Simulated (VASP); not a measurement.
Here is the system:

```
CELL_PARAMETERS angstrom
     -2.14091     2.14091     2.14091
      2.14091    -2.14091     2.14091
      2.14091     2.14091    -2.14091
ATOMIC_POSITIONS crystal
  Na 0.00000 0.00000 0.00000
```

All values below come from AM05 GGA, VASP's PBE PAW potentials (set 64) (plane waves; VASP). Run with 520 eV cut-off, 12×12×12 Γ-centred mesh, first-order Methfessel-Paxton smearing of 0.10 eV, potentials Na_pv.

Question: Estimate the energy per atom (σ→0), band gap (on the k-mesh) with the smallest direct gap where there is one.

Answer: 
```json
{
 "band gap (on the k-mesh)": "none (metal, semimetal or under 0.01 eV)",
 "energy per atom (σ→0)": "-1.299 eV/atom"
}
```

The absolute energy has meaning only against runs of the same code, potentials and settings.

The compound is Na in the bcc structure. This cell is one point of a volume scan, at 1.06 of the reference volume.
